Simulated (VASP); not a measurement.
Here is the system:

```xyz
2
Lattice="1.4550 -2.5201 0.0000 1.4550 2.5201 0.0000 0.0000 0.0000 2.8400" Properties=species:S:1:pos:R:3 pbc="T T T"
W      0.0000     0.0000     0.0000
C      1.4550     0.8400     1.4200
```

Method: vdW-DF2, VASP's PBE PAW potentials (set 64) (plane waves; VASP 6.6.1). Settings: 520 eV cut-off, 13×13×12 Γ-centred mesh, first-order Methfessel-Paxton smearing of 0.10 eV, potentials W_sv C.

Energy and stress use the plane-wave basis of the starting cell.

### Question
The ions, cell shape and volume are relaxed. Give the cell that the relaxation ends in.

### Answer

```xyz
2
Lattice="1.4904 -2.5815 0.0000 1.4904 2.5815 0.0000 0.0000 0.0000 2.8971" Properties=species:S:1:pos:R:3 pbc="T T T"
W      0.0000     0.0000     0.0000
C      1.4904     0.8605     1.4486
```
Space group P-6m2 (187), at a tolerance of 0.03 Å.

### Question
How do energy and volume change from the first to the last step?

### Answer
The energy (σ→0) changes by -56.0 meV/atom and the volume by +7.0 %, in 9 ionic steps.

| step | E(σ→0) (eV) | max force (eV/Å) | pressure (GPa) | volume (Å³) |
|---|---|---|---|---|
| 1 | -15.9276 | 0.000 | 26.06 | 20.83 |
| 2 | -15.4657 | 0.000 | -38.56 | 26.36 |
| 3 | -16.0385 | 0.000 | -1.39 | 22.38 |
| 4 | -16.0389 | 0.000 | -0.09 | 22.29 |
| 5 | -16.0389 | 0.000 | 0.35 | 22.26 |
| 6 | -16.0392 | 0.000 | 0.36 | 22.28 |
| 7 | -16.0396 | 0.000 | 0.35 | 22.27 |
| 8 | -16.0396 | 0.000 | -0.53 | 22.33 |
| 9 | -16.0397 | 0.000 | 0.02 | 22.29 |

The compound is WC in the wc structure. This run relaxes it. Symmetry was kept, so distortions that lower it aren't found.
